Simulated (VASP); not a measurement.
Input:

```
Tl
1.0
    1.73000    -2.99645     0.00000
    1.73000     2.99645     0.00000
    0.00000     0.00000     5.52000
Tl
2
Direct
  0.33333   0.66667   0.25000
  0.66667   0.33333   0.75000
```

Method: PBE GGA, VASP's PBE PAW potentials (set 64) (plane waves; VASP 6.6.1). Run with 400 eV cut-off, 11×11×6 Γ-centred mesh, Fermi-Dirac smearing of 0.010 eV, potentials Tl_d.

**Question.** Give the stress tensor in GPa (positive for a compressed cell).

**Answer.** 
```
2.87  0.00  0.00
0.00  2.87  0.00
0.00  0.00  3.43
```
The pressure is its mean diagonal, 3.06 GPa.

The compound is Tl in the hcp structure. The cell was not relaxed at this level. The run is one of a series of settings (ISMEAR = -1, SIGMA = 0.01 against the base run), some of them coarse on purpose.
